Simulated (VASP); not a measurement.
OSZICAR of a VASP run on Tl$_{2}$Au (space group I4/mcm):

### OSZICAR
```
       N       E                     dE             d eps       ncg     rms          rms(c)
DAV:   1     0.326359202837E+03    0.32636E+03   -0.29307E+04  1592   0.105E+03
DAV:   2    -0.112783429061E+02   -0.33764E+03   -0.33005E+03  1688   0.276E+02
DAV:   3    -0.216040321634E+02   -0.10326E+02   -0.10155E+02  1756   0.420E+01
DAV:   4    -0.217060454777E+02   -0.10201E+00   -0.10189E+00  1708   0.418E+00
DAV:   5    -0.217072545447E+02   -0.12091E-02   -0.12090E-02  1704   0.483E-01    0.114E+01
DAV:   6    -0.208645339709E+02    0.84272E+00   -0.44935E+00  1660   0.101E+01    0.797E+00
DAV:   7    -0.207768390048E+02    0.87695E-01   -0.30209E-01  1648   0.303E+00    0.446E+00
DAV:   8    -0.207553700825E+02    0.21469E-01   -0.98580E-02  1664   0.146E+00    0.636E-01
DAV:   9    -0.207521438457E+02    0.32262E-02   -0.31973E-02  1648   0.107E+00    0.265E-01
DAV:  10    -0.207514742126E+02    0.66963E-03   -0.38633E-03  1700   0.327E-01    0.321E-02
DAV:  11    -0.207514852631E+02   -0.11051E-04   -0.20652E-04  1676   0.540E-02    0.218E-02
DAV:  12    -0.207514786071E+02    0.66560E-05   -0.29669E-05  1408   0.269E-02    0.391E-03
DAV:  13    -0.207514788303E+02   -0.22316E-06   -0.16473E-06  1284   0.483E-03
   1 F= -.20751479E+02 E0= -.20722525E+02  d E =-.579079E-01
```

Which electronic solver shows in the log?

It is blocked Davidson (ALGO = Normal, or the opening steps of other solvers). The INCAR had ALGO = Normal.

Can the final energy be trusted as converged?

The calculation finished and met its thresholds. It stopped with EDIFF = 1E-6, NELM = 100 (LDA (Ceperley-Alder, Perdew-Zunger), plane waves, VASP's LDA PAW potentials (set 64)).

The structure comes from a measured Tl2Au entry of the Crystallography Open Database, whose conditions weren't checked. The cell was not relaxed at this level.
